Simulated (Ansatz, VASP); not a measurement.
# Cross-check of SnSe2 between VASP and Ansatz

Wanted: the spread between two codes on one cell, functional and k mesh. The cell is generated by rule, not measured, and may not be a known phase. The cell is taken from a series of runs on this material, whose earlier steps may have relaxed, scaled, displaced or heated it; both programs get it as it stands.

Program: Ansatz 0.2.0. Level of theory: plane waves, with VASP 6.6.1 beside it; relaxation of cell and atoms at LDA. Results are calculated unless marked as measured.

The structure was built from a prototype and need not be the compound's stable phase.

## Step 1: Set-up

Symmetry: Fm-3m, No. 225, cubic system. Conventional cell: a = 6.699 Å, b = 6.699 Å, c = 6.699 Å, α = 90.00°, β = 90.00°, γ = 90.00°. Nearest to Sn lie 8 Se at 2.90 Å. Nearest to Se lie 4 Sn at 2.90 Å. Farther neighbours and most contacts between anions are not listed.

## Step 2: VASP: relaxation of cell and atoms, LDA

The relaxed volume is the usual yardstick between codes: in a stiff, nearly cubic crystal its relative difference is about their pressure difference at one cell divided by the bulk modulus.

Lines of VASP's logs that name or quote its potential files are left out, and so is its time.

Contents of INCAR:

```
SYSTEM = SnSe2
PREC = Accurate
ENCUT = 500
EDIFF = 1E-07
NELM = 120
ISMEAR = 0
SIGMA = 0.1
LREAL = .FALSE.
ALGO = Normal
GGA = CA
NBANDS = 19
LORBIT = 11
LWAVE = .FALSE.
LCHARG = .FALSE.
ISIF = 3
IBRION = 2
NSW = 80
EDIFFG = -0.005
LASPH = .TRUE.
GGA_COMPAT = .FALSE.
NELMIN = 4
```

Contents of POSCAR:

```
SnSe2
1.0
    0.0000000000      3.3495480000      3.3495480000
    3.3495480000      0.0000000000      3.3495480000
    3.3495480000      3.3495480000      0.0000000000
Sn Se
1 2
Direct
    0.0000000000      0.0000000000      0.0000000000
    0.2500000000      0.2500000000      0.2500000000
    0.7500000000      0.7500000000      0.7500000000
```

Contents of KPOINTS:

```
Automatic mesh
0
Gamma
12 12 12
0 0 0
```

PAW data sets: Sn_d and Se (LDA family, release 64).

Launch:

```sh
> mpirun -np 1 vasp_std
```

Numbers of over 12 decimals in the logs are rounded to 6 here.

The program printed:

```text
[banner, memory and clock lines left out]
running    1 mpi-ranks, on    1 nodes
 distrk:  each k-point on    1 cores,    1 groups
 distr:  one band on    1 cores,    1 groups

 POSCAR found type information on POSCAR SnSe
 POSCAR found :  2 types and       3 ions
 LDA part: xc-table for (Slater(with rela. corr.)+CA(PZ))
 , standard interpolation
 POSCAR, INCAR and KPOINTS ok, starting setup
 FFT: planning ... GRIDC
 FFT: planning ... GRID_SOFT
 FFT: planning ... GRID
 WAVECAR not read
 entering main loop
       N       E                     dE             d eps       ncg     rms          rms(c)
DAV:   1     0.194422160909E+03    0.19442E+03   -0.12067E+04  2762   0.152E+03
DAV:   2     0.960538799308E+01   -0.18482E+03   -0.17955E+03  2913   0.375E+02
DAV:   3    -0.119200046519E+02   -0.21525E+02   -0.20999E+02  3409   0.114E+02
DAV:   4    -0.127069037643E+02   -0.78690E+00   -0.77377E+00  3153   0.218E+01
DAV:   5    -0.127261560116E+02   -0.19252E-01   -0.19246E-01  3745   0.374E+00    0.448E+00
DAV:   6    -0.125694243131E+02    0.15673E+00   -0.37704E-01  3741   0.545E+00    0.275E+00
DAV:   7    -0.125593178123E+02    0.10107E-01   -0.51766E-02  3179   0.123E+00    0.109E+00
DAV:   8    -0.125565802166E+02    0.27376E-02   -0.50911E-03  3535   0.694E-01    0.106E-01
DAV:   9    -0.125565069847E+02    0.73232E-04   -0.40997E-04  3293   0.218E-01    0.437E-02
DAV:  10    -0.125565190341E+02   -0.12049E-04   -0.44246E-05  3052   0.524E-02    0.684E-03
DAV:  11    -0.125565189069E+02    0.12718E-06   -0.70114E-06  3408   0.330E-02    0.390E-03
DAV:  12    -0.125565189941E+02   -0.87252E-07   -0.60386E-07  2994   0.540E-03
   1 F= -.12556519E+02 E0= -.12548638E+02  d E =-.125565E+02
 curvature:   0.00 expect dE= 0.000E+00 dE for cont linesearch  0.000E+00
 trial: gam= 0.00000 g(F)=  0.843E-46 g(S)=  0.253E-03 ort = 0.000E+00 (trialstep = 0.100E+01)
 search vector abs. value=  0.253E-03
 bond charge predicted
       N       E                     dE             d eps       ncg     rms          rms(c)
DAV:   1    -0.125588105679E+02   -0.22917E-02   -0.50229E-02  3594   0.312E+00    0.261E-01
DAV:   2    -0.125570801826E+02    0.17304E-02   -0.30465E-03  3579   0.820E-01    0.114E-01
DAV:   3    -0.125566337465E+02    0.44644E-03   -0.14322E-03  3633   0.517E-01    0.218E-02
DAV:   4    -0.125566230080E+02    0.10738E-04   -0.57216E-05  2910   0.757E-02    0.102E-02
DAV:   5    -0.125566179143E+02    0.50937E-05   -0.43036E-06  3815   0.186E-02    0.341E-03
DAV:   6    -0.125566177002E+02    0.21410E-06   -0.39912E-07  2757   0.790E-03    0.865E-04
DAV:   7    -0.125566176969E+02    0.33565E-08   -0.21293E-08  1635   0.197E-03
   2 F= -.12556618E+02 E0= -.12548672E+02  d E =-.987027E-04
 trial-energy change:   -0.000099  1 .order   -0.000091   -0.000253    0.000070
 step:   0.8045(harm=  0.7833)  dis= 0.00000  next Energy=   -12.556624 (dE=-0.105E-03)
 bond charge predicted
       N       E                     dE             d eps       ncg     rms          rms(c)
DAV:   1    -0.125567093801E+02   -0.91680E-04   -0.19147E-03  3588   0.604E-01    0.511E-02
DAV:   2    -0.125566430699E+02    0.66310E-04   -0.11706E-04  3576   0.161E-01    0.222E-02
DAV:   3    -0.125566260440E+02    0.17026E-04   -0.54555E-05  3612   0.101E-01    0.428E-03
DAV:   4    -0.125566256323E+02    0.41165E-06   -0.21682E-06  2871   0.147E-02    0.201E-03
DAV:   5    -0.125566254354E+02    0.19698E-06   -0.14512E-07  2234   0.363E-03    0.674E-04
DAV:   6    -0.125566254282E+02    0.72096E-08   -0.33747E-08  1509   0.228E-03
   3 F= -.12556625E+02 E0= -.12548692E+02  d E =-.106434E-03
 curvature:  -0.39 expect dE=-0.203E-06 dE for cont linesearch -0.203E-06
 trial: gam= 0.00000 g(F)=  0.243E-46 g(S)=  0.523E-06 ort =-0.115E-04 (trialstep = 0.961E+00)
 search vector abs. value=  0.523E-06
 reached required accuracy - stopping structural energy minimisation
```

From OUTCAR (step 2):

```text
ion  position               nearest neighbor table
   1  0.000  0.000  0.000-   3 2.90   3 2.90   3 2.90   2 2.90   2 2.90   2 2.90   3 2.90   2 2.90

  LATTYP: Found a face centered cubic cell.
 ALAT       =     6.6990960000

 Subroutine GETGRP returns: Found 48 space group operations
 (whereof 48 operations were pure point group operations)

The static configuration has the point symmetry O_h .

 Found     72 irreducible k-points:

   k-points           NKPTS =     72   k-points in BZ     NKDIM =     72   number of bands    NBANDS=     19

   dimension x,y,z NGX =    36 NGY =   36 NGZ =   36
   dimension x,y,z NGXF=    72 NGYF=   72 NGZF=   72

   ENCUT  =  500.0 eV  36.75 Ry    6.06 a.u.   8.64  8.64  8.64*2*pi/ulx,y,z

   NELECT =      26.0000    total number of electrons

 k-points in reciprocal lattice and weights: Automatic mesh
   0.00000000  0.00000000  0.00000000       0.001
   0.08333333  0.00000000  0.00000000       0.005
   0.16666667  0.00000000  0.00000000       0.005
   0.25000000  0.00000000  0.00000000       0.005
   0.33333333  0.00000000  0.00000000       0.005
   0.41666667  0.00000000  0.00000000       0.005
   0.50000000  0.00000000  0.00000000       0.002
   0.08333333  0.08333333  0.00000000       0.003
   0.16666667  0.08333333  0.00000000       0.014
[...]
-0.33333333  0.50000000  0.16666667       0.007
  -0.25000000  0.50000000  0.25000000       0.003

 average (electrostatic) potential at core
       1-101.6881       2 -59.4303       3 -59.4303

 E-fermi :   4.9689

 k-point     1 :       0.0000    0.0000    0.0000
  band No.  band energies     occupation
    ...
     10       1.9574      2.00000
     11       1.9574      2.00000
     12       3.4013      2.00000
     13       3.4013      2.00000
     14       3.4013      2.00000
     15       6.8662      0.00000
     16       6.8662      0.00000
     17       6.8662      0.00000
     18      10.8483      0.00000
     19      10.8483      0.00000

 k-point     2 :       0.0833    0.0000    0.0000
  band No.  band energies     occupation
    ...
     10       1.9187      2.00000
     11       1.9187      2.00000
     12       3.3742      2.00000
     13       3.3742      2.00000
     14       3.9456      2.00000
     15       6.8974      0.00000
     16       6.9457      0.00000
     17       6.9457      0.00000
     18      11.0397      0.00000
     19      11.0397      0.00000

 k-point     3 :       0.1667    0.0000    0.0000
  band No.  band energies     occupation
    ...
     10       1.8259      2.00000
     11       1.8272      2.00000
     12       3.2815      2.00000
     13       3.2815      2.00000
     14       4.8239      1.95971
     15       7.1579      0.00000
     16       7.2049      0.00000
     17       7.2049      0.00000
     18      11.5654      0.00000
     19      11.5654      0.00000

  Total       -0.0032911     -0.0032911     -0.0032911      0.0000000      0.0000000      0.0000000
  in kB       -0.0699589     -0.0699589     -0.0699589      0.0000000      0.0000000      0.0000000
  external PRESSURE =      -0.0699589 kB  Pullay stress =       0.0000000 kB

  energy-cutoff  :      500.00
  volume of cell :       75.37
      direct lattice vectors                 reciprocal lattice vectors
     0.000000000  3.352685187  3.352685187    -0.149134193  0.149134193  0.149134193
     3.352685187  0.000000000  3.352685187     0.149134193 -0.149134193  0.149134193
     3.352685187  3.352685187 -0.000000000     0.149134193  0.149134193 -0.149134193

 POSITION                                       TOTAL-FORCE (eV/Angst)
 -----------------------------------------------------------------------------------
      0.00000      0.00000      0.00000        -0.000000     -0.000000     -0.000000
      1.67634      1.67634      1.67634         0.000000      0.000000      0.000000
      5.02903      5.02903      5.02903        -0.000000     -0.000000     -0.000000
 -----------------------------------------------------------------------------------
    total drift:                               -0.000000      0.000000      0.000000

  FREE ENERGIE OF THE ION-ELECTRON SYSTEM (eV)
  ---------------------------------------------------
  free  energy   TOTEN  =       -12.5566254282 eV

  energy  without entropy=      -12.5407583562  energy(sigma->0) =      -12.54869189

 reached required accuracy - stopping structural energy minimisation

 total charge
# of ion       s       p       d       tot
------------------------------------------
    1        1.266   0.813  10.044  12.123
    2        1.508   2.217   0.031   3.756
    3        1.508   2.217   0.031   3.756
--------------------------------------------------
tot          4.282   5.247  10.107  19.635

[... 3 further parts left out ...]
```

CONTCAR:

```
SnSe2
   1.00000000000000
     0.0000000000000000    3.3526851872203580    3.3526851872203580
     3.3526851872203580    0.0000000000000000    3.3526851872203580
     3.3526851872203580    3.3526851872203580   -0.0000000000000000
  Sn              Se
     1     2
Direct
     0.0000000000000000    0.0000000000000000    0.0000000000000000
     0.2500000000000000    0.2500000000000000    0.2500000000000000
     0.7500000000000000    0.7500000000000000    0.7500000000000000
```

The run keeps the 48 symmetry operations of its start, so it cannot find a distortion of lower symmetry.

## Step 3: Ansatz: relaxation of cell and atoms, LDA

Ansatz runs on norm-conserving files, of PseudoDojo where its log says so.

The same cell, functional (in two slightly different forms), mesh and smearing now go to Ansatz.

Contents of input.yaml:

```yaml
crystal:
  lattice:
    - [0.0, 3.3495479982, 3.3495479982]
    - [3.3495479982, 0.0, 3.3495479982]
    - [3.3495479982, 3.3495479982, 0.0]
  atoms:
    - { symbol: Sn, position: [0.0, 0.0, 0.0] }
    - { symbol: Se, position: [0.25, 0.25, 0.25] }
    - { symbol: Se, position: [0.75, 0.75, 0.75] }
kpoints:
  mp_grid: { grid: [12, 12, 12] }
hamiltonian:
  xc: lda
  pseudopotentials: { kind: nc, accuracy: standard }
scf:
  occupations: { method: gaussian, width: 0.1 }
output:
  forces: true
  stress: true
  eigenvalues: true
  write_density: true
  write_potential: true
  elf: true
  volumetric_format: npy
basis:
  ecutwfc: 1061.244
relax:
  adjacent_minimum: "off"
  f_tol: 0.003
  max_steps: 80
  cell: { stress_tol: 0.03 }
```

Launch:

```sh
> ansatz run input.yaml --threads 4 --pin off --max-ram 16384MiB --backend cpu --events-out ev --progress --plain --runs-dir out
```

The program printed:

```text
Warning: basis.ecutwfc = 1061.244 eV is below the records' recommended 1170.089609 eV, and the density's cutoff is lower with it unless basis.ecutrho_ratio is high enough to keep the records' density cutoff: compare with a run at a higher cutoff
Engine: ansatz 0.2.0, x86_64-unknown-linux-gnu
Pseudopotentials: kind: nc
Pseudopotential: Sn, nc, valence charge 14, recommended cutoff 979.609905 eV (normal), Sn.nc.azcp (PseudoDojo's, or run here from an input of PseudoDojo's; its table is named by hamiltonian.pseudopotentials.accuracy)
Pseudopotential: Se, nc, valence charge 16, recommended cutoff 1170.089609 eV (normal), Se.nc.azcp (PseudoDojo's, or run here from an input of PseudoDojo's; its table is named by hamiltonian.pseudopotentials.accuracy)
Functional definition: SPW92
  exchange = slater_x
  correlation = pw_c
Crystal: 3 atoms, lattice volume = 75.160 Å³
Basis set: ecut = 1061.244 eV, 5961 PW (Γ)
Bands: 28, of which v1, the nominal top of the filled ones, is band 23 counted from 1 (22 counted from 0)
Symmetry: 48 space group operations
Space group: Fm-3m (ITA 225), of the structure as read, at distance tolerance 4.2e-5 Å
k-points: 72 of 1728
Non-local potential: Sn, projectors of the file, l = 0: 2, l = 1: 2, l = 2: 2
Non-local potential: Se, projectors of the file, l = 0: 2, l = 1: 2, l = 2: 2
Initial density: superposition of atomic densities (chi_scale 0.1, normalization cell, long waves kept (reshape's long-wave potential 0.00 eV rms))
Initial wavefunctions: pseudopotential atomic-orbital guess
Functional: x = slater, c = lda
SCF iter   1: F=—  HF=-8733.382212 eV  |F-HF|=—  |Δ(HF+E_count)|=         —  Δρ=3.13e-2  dr2=1.01e0  ethr=3.10e-3  ⟨swp⟩=6.3  Hψ=8730  notcnv=0
preconditioner: auto → LDOS  [metal: Δε(μ)=0.015 eV  Ē_g=9.277 eV  σ=0.100 eV  W_gap=0.08  n_scr=14 (ndim 8)  ℏωp=17.1 eV  f_vac=0.057  D(μ)=2.87/eV (n_scr^D=14)  β→1.0]
SCF iter   2: F=—  HF=-8733.024409 eV  |F-HF|=—  |Δ(HF+E_count)|=   3.58e-1  Δρ=9.74e-3  dr2=5.54e-2  ethr=2.20e-3  ⟨swp⟩=3.0  Hψ=4104  notcnv=0  defer=24
SCF iter   3: F=—  HF=-8733.008522 eV  |F-HF|=—  |Δ(HF+E_count)|=   1.59e-2  Δρ=2.15e-3  dr2=1.99e-3  ethr=1.21e-4  ⟨swp⟩=3.0  Hψ=3694  notcnv=0  defer=24
SCF iter   4: F=—  HF=-8733.007707 eV  |F-HF|=—  |Δ(HF+E_count)|=   8.15e-4  Δρ=2.91e-4  dr2=4.59e-5  ethr=4.32e-6  ⟨swp⟩=2.0  Hψ=2805  notcnv=0  defer=24
SCF iter   5: F=—  HF=-8733.007593 eV  |F-HF|=—  |Δ(HF+E_count)|=   1.14e-4  Δρ=3.58e-5  dr2=1.59e-6  ethr=9.98e-8  ⟨swp⟩=2.1  Hψ=2762  notcnv=0  defer=24
SCF iter   6: F=-8733.007592 eV  HF=-8733.007593 eV  |F-HF|=9.55e-9  |Δ(HF+E_count)|=   4.41e-7  Δρ=6.18e-6  dr2=1.89e-8  ethr=2.17e-10  ⟨swp⟩=16.2  Hψ=18485  notcnv=0
SCF 1 converged in 6 iterations: F = -8733.007592 eV  dr2 = 1.89e-8
relax step   1: F+E_penalty+E_count = -8733.00759249 eV  Δ(F+E_penalty+E_count) = +0.000e0 eV  max|allowed force component| = 5.551e-17 eV/Å  Δτ_max = 0.0000 Å  P = +0.125 GPa  Ω = 75.160 Å³  (6 SCF iters, dr2 threshold 1.00e-7 eV, accepted)
[...]
relax step   2: F+E_penalty+E_count = -8733.00703401 eV  Δ(F+E_penalty+E_count) = +5.585e-4 eV  max|allowed force component| = 3.762e-16 eV/Å  Δτ_max = 0.0000 Å  P = -0.090 GPa  Ω = 75.399 Å³  energy of the carried Pulay correction = -5.843e-4 eV  (3 SCF iters, dr2 threshold 3.91e-8 eV, accepted)
[...]
relax step   3: F+E_penalty+E_count = -8733.00730680 eV  Δ(F+E_penalty+E_count) = -2.728e-4 eV  max|allowed force component| = 4.071e-16 eV/Å  Δτ_max = 0.0000 Å  P = -0.000 GPa  Ω = 75.299 Å³  energy of the carried Pulay correction = -3.396e-4 eV  (3 SCF iters, dr2 threshold 2.02e-8 eV, accepted)
[...]
relax step   4: F+E_penalty+E_count = -8733.00765460 eV  Δ(F+E_penalty+E_count) = -3.478e-4 eV  max|allowed force component| = 3.886e-16 eV/Å  Δτ_max = 0.0000 Å  P = +0.015 GPa  Ω = 75.299 Å³  stress off target by 1.47e-2 GPa  SCF on the basis re-selected at this cell (its energy is not comparable with the rows above)  (4 SCF iters)
basis re-selected at this cell: Δ(F+E_penalty+E_count) = -3.478e-4 eV, ΔP = +0.015 GPa vs the last step (what re-selecting the basis moved, of the pressure what is left beyond the Pulay correction that the steps carried, after the strain that the cell walked since its last selection, with what the two solves' SCF thresholds leave and, on support functions, any second-order correction that the steps lacked; it is no m [...]
SCF converged after 4 iterations
Free energy (F): -8733.007655 eV
Harris-Foulkes:  -8733.007655 eV  (|F-HF|=3.64e-12)
Internal energy: -8732.991738 eV  (E = F + TS)
E sigma→0 (E₀):  -8732.999696 eV
Entropy (-TS):   -0.015917 eV (-5.306 meV/atom)
Fermi energy:    9.275107 eV
--- Per-component energies (eV) ---
  E_band       = -830.721484
  E_kinetic    = 5539.526050
  E_local      = -6566.634335  (includes V_loc(G=0)·N_el)
  E_nonlocal   = -3378.488372
  E_hartree    = 2418.960131
  E_xc         = -1888.735272
  E_vxc        = -1263.045035  (∫ρ·V_xc dr)
  E_ewald      = -4857.619940
  E_smearing   = -0.015917  (= −TS)
  E_closure    = 0.000000  (closes the sum)
  Σ components = -8733.007655   (vs F -8733.007655, Δ=0.00e0)
--- Forces (eV/Å), atoms counted from 1 ---
  atom   1  Sn     0.00000000    -0.00000000    -0.00000000
  atom   2  Se    -0.00000000    -0.00000000    -0.00000000
  atom   3  Se     0.00000000     0.00000000     0.00000000
  max |Σ_I F_I| component: 1.48e-16 eV/Å
--- Stress (GPa, compression-positive) ---
        0.014699      -0.000000      -0.000000
       -0.000000       0.014699      -0.000000
       -0.000000      -0.000000       0.014699
  P = ⅓ Tr σ = 0.0147 GPa (0.147 kbar)
--- Band table (eV; the first three rows and the last of 72) ---
  k-point 0: bands = [... 19 lower, 6.2686, 6.2686, 7.7127, 7.7127, 7.7127, 11.1874, 11.1874, 11.1874, ... 1 higher]
  k-point 1: bands = [... 19 lower, 6.2300, 6.2300, 7.6856, 7.6856, 8.2520, 11.2172, 11.2666, 11.2666, ... 1 higher]
  k-point 2: bands = [... 19 lower, 6.1372, 6.1372, 7.5930, 7.5930, 9.1261, 11.4741, 11.5255, 11.5255, ... 1 higher]
  k-point 71: bands = [... 19 lower, 6.3025, 6.3025, 9.0182, 9.7364, 9.7850, 12.5399, 13.9339, 13.9339, ... 1 higher]
--- Relaxed structure (3 steps of the walk, 3 accepted, 1 SCFs on fresh bases) ---
  F+E_penalty+E_count = -8733.00765460 eV   max|allowed force component| = 3.886e-16 eV/Å   (the final SCF, on the basis selected at the relaxed cell)
  cell:  # Å, volume = 75.2988 Å³
    - [0, 3.351603, 3.351603]
    - [3.351603, 0, 3.351603]
    - [3.351603, 3.351603, 0]
  atoms:
    - { symbol: Sn, position: [0, 0, 0] }
    - { symbol: Se, position: [0.25, 0.25, 0.25] }
    - { symbol: Se, position: [0.75, 0.75, 0.75] }
```

The column dr2 measures how far the density is from self-consistency, as an energy; F and HF (Harris–Foulkes) agree once it is small.

## Step 4: Differences

Known differences besides the potentials themselves: the two LDA forms differ slightly; the data sets hold 46 valence electrons in Ansatz (on norm-conserving files, of PseudoDojo where its log says so) and 26 in VASP; the cutoff is 1061.24 eV in Ansatz and 500 eV in VASP; VASP's log shows a relativistic correction to its local exchange, Ansatz's none; Ansatz adds a Pulay correction to the stress that steers its cell, VASP none; Ansatz's log warns that its cutoff lies below the recommended one. Total energies have different zeros and are not compared.

Compared:

```csv
quantity,Ansatz,VASP,difference
volume (Å³),75.30,75.37,-0.10 %
"edge a after relaxation, in the typed setting (Å)",4.740,4.741,-0.03 %
```

## Step 5: Outcome

| Property | Result |
| --- | --- |
| difference in volume (relaxation of cell and atoms, LDA) | -0.097 % |

In words: The difference in volume is -0.097 % (relaxation of cell and atoms, LDA), within the 1.2 % picked in this series as the mark of a large difference, as far as the stopping tolerances let one tell. The data sets hold unlike numbers of valence electrons (46 in Ansatz and 26 in VASP), so part of the differences comes from the potentials. 1 further run of this series is not shown here. How closely two codes agree says nothing of how well the functional describes the real material.

[Lines on the potential files, build, host, timing and source positions are cut from VASP's logs without a mark.]

[Logs are printed without paths, hosts, clocks, repeated set-up lines and the standing remarks that a program may print on its own settings, such as how far it seeks lower states.]

[Hosts, paths, dates, database ids (printed as entryN), source tags and the programs' standing remarks are cut or masked in the printed files.]
